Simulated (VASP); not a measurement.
Output of a VASP run:

**OSZICAR**
```
       N       E                     dE             d eps       ncg     rms          rms(c)
DAV:   1     0.625118003136E+02    0.62512E+02   -0.73090E+03   268   0.149E+03
DAV:   2    -0.573549858379E+01   -0.68247E+02   -0.66618E+02   280   0.251E+02
DAV:   3    -0.106450575891E+02   -0.49096E+01   -0.48909E+01   335   0.630E+01
DAV:   4    -0.107217568480E+02   -0.76699E-01   -0.76662E-01   321   0.856E+00
DAV:   5    -0.107237361403E+02   -0.19793E-02   -0.19793E-02   315   0.110E+00    0.439E+00
DAV:   6    -0.104464241785E+02    0.27731E+00   -0.45946E-01   404   0.124E+01    0.282E+00
DAV:   7    -0.103972800604E+02    0.49144E-01   -0.10951E-01   338   0.240E+00    0.108E+00
DAV:   8    -0.103923914718E+02    0.48886E-02   -0.13323E-02   305   0.154E+00    0.167E-01
DAV:   9    -0.103923728370E+02    0.18635E-04   -0.11346E-03   397   0.559E-01    0.640E-02
DAV:  10    -0.103923749325E+02   -0.20955E-05   -0.49986E-05   305   0.706E-02    0.237E-02
DAV:  11    -0.103923820403E+02   -0.71078E-05   -0.79249E-06   315   0.489E-02    0.519E-03
DAV:  12    -0.103923818252E+02    0.21518E-06   -0.64081E-07   180   0.106E-02
   1 F= -.10392382E+02 E0= -.10392382E+02  d E =-.485611E-12
```

### OUTCAR
```
------------------------ aborting loop because EDIFF is reached ----------------------------------------
  FORCE on cell =-STRESS in cart. coord.  units (eV):
  Direction    XX          YY          ZZ          XY          YZ          ZX
  --------------------------------------------------------------------------------------
  Total       -0.6815553     -0.6815553     -0.6815553     -0.0000000      0.0000000      0.0000000
  in kB      -26.9824997    -26.9824997    -26.9824997     -0.0000000      0.0000000      0.0000000
  external PRESSURE =     -26.9824997 kB  Pullay stress =       0.0000000 kB
  volume of cell :       40.47
      direct lattice vectors                 reciprocal lattice vectors
     0.000000000  2.725000000  2.725000000    -0.183486239  0.183486239  0.183486239
     2.725000000  0.000000000  2.725000000     0.183486239 -0.183486239  0.183486239
     2.725000000  2.725000000  0.000000000     0.183486239  0.183486239 -0.183486239
  FREE ENERGIE OF THE ION-ELECTRON SYSTEM (eV)
  ---------------------------------------------------
  free  energy   TOTEN  =       -10.3923818252 eV

  energy  without entropy=      -10.3923818252  energy(sigma->0) =      -10.39238183
```
(Selected blocks of OUTCAR.)

File POSCAR:
```
GaP
1
    0.0000000000     2.7250000000     2.7250000000
    2.7250000000     0.0000000000     2.7250000000
    2.7250000000     2.7250000000     0.0000000000
Ga P
1 1
Direct
  0.0000000000   0.0000000000   0.0000000000
  0.2500000000   0.2500000000   0.2500000000
```

Task: Write an INCAR and KPOINTS that could have produced this output.

Result: This is not unique; one that fits is the input of the run itself, LDA (Ceperley-Alder, Perdew-Zunger), plane waves, VASP's LDA PAW potentials (set 64).

**KPOINTS**
```
Automatic mesh
0
Gamma
5 5 5
0 0 0
```

**INCAR**
```
# general
SYSTEM =GaP
PREC   =Accurate
ENCUT  =300   # plane-wave cut-off (eV)
LREAL  =F
LASPH  =T   # aspherical one-centre terms

# electronic loop
EDIFF  =1E-6   # SCF stop (eV)
NELM   =100   # most electronic steps
ALGO   =Normal   # blocked Davidson
LMAXMIX=4   # l cut-off of mixed one-centre charges

# smearing
ISMEAR =-1   # Fermi-Dirac
SIGMA  =0.01   # width (eV)

# ions
ISIF   =2   # forces and stress, cell fixed

# output
LWAVE  =F
LCHARG =F
```

POTCAR, in this order: Ga_d P (LDA.64 set). Program: vasp_std.

At this cut-off the stress carries a Pulay error, which pulls relaxed volumes low.

The structure is a typed GaP crystal (F-43m). The cell was not relaxed at this level. The run is one of a series of settings (GGA removed, POTCAR Ga_d P (LDA.64 set) against the base run), some of them coarse on purpose.
